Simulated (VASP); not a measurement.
TiC:

```xyz
2
Lattice="0.0000 2.1593 2.1593 2.1593 0.0000 2.1593 2.1593 2.1593 0.0000" Properties=species:S:1:pos:R:3 pbc="T T T"
Ti    0.0000    0.0000    0.0000
C     2.1593    2.1593    2.1593
```

Base run:

```yaml
Program: VASP 6.6.1
Functional: PBEsol
Potentials_or_basis: VASP PAW PBE potentials, release 64 (Ti_sv, C)
Cutoff: 520 eV
k_mesh: 12 × 12 × 12
Occupations: fermi-dirac, width 0.05 eV
Spin: no spin polarisation
```

Its results: band gap on the k mesh none (metal or under the smearing width); pressure -4.3 GPa.

**Question.** After a change of settings the same cell gave: band gap on the k mesh none (metal or under the smearing width); pressure -9.9 GPa. Which change was it?
A. functional from PBEsol to HSE06; k mesh from 12 × 12 × 12 to 7 × 7 × 7
B. functional from PBEsol to r2SCAN
C. functional from PBEsol to LDA; potentials or basis from VASP PAW PBE potentials, release 64 (Ti_sv, C) to VASP PAW LDA potentials, release 64 (Ti_sv, C)

**Answer.** C.

Caveats: the PAW data sets were made with another functional, which shifts forces and pressure a little (some runs).

Runs at the PBE level aren't shown here.
